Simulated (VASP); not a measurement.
Consider the following.

```
F4Ge
1.0
   -2.72060     2.72060     2.72060
    2.72060    -2.72060     2.72060
    2.72060     2.72060    -2.72060
Ge F
1 4
Direct
  0.00000   0.00000   0.00000
  0.00000   0.63852   0.00000
  0.36148   0.36148   0.36148
  0.63852   0.00000   0.00000
  0.00000   0.00000   0.63852
```

All values below come from PBEsol GGA, VASP's PBE PAW potentials (set 64) (plane waves; VASP). Run with 520 eV cut-off, 7×7×7 Γ-centred mesh, Gaussian smearing of 0.010 eV, potentials Ge_d F.

### Question
Give the direction-averaged independent-particle dielectric function (no local fields, no excitons; a broadening of 0.1 eV leaves a tail below the gap, and fine structure carries the noise of the k-mesh).

### Answer

```csv
ħω (eV),ε₁,ε₂
0.00,2.04,0.00
0.50,2.05,0.00
1.10,2.06,0.00
1.70,2.07,0.00
2.30,2.10,0.01
2.90,2.13,0.01
3.50,2.18,0.01
4.10,2.25,0.01
4.70,2.35,0.02
5.30,2.53,0.05
5.90,2.96,0.35
6.50,2.78,0.82
7.10,2.61,1.25
7.70,1.48,1.44
8.30,1.68,0.48
8.90,2.40,0.58
9.50,2.27,1.00
10.10,1.79,1.05
10.70,2.02,1.24
11.30,2.13,1.23
11.90,2.02,1.43
12.50,1.59,1.65
13.10,1.07,1.66
13.70,1.28,1.17
```
ε₂ peaks at 7.6 eV (height 1.7), 9.8 eV (height 1.4), 12.8 eV (height 1.9); ε₁(0) averages 2.05, so the electronic refractive index below the gap tends to √2.05 = 1.43.

The structure comes from a computed database's GeF4 entry (I-43m); how it stands against other phases isn't given here. It was relaxed first, which changed the volume by +7 %.
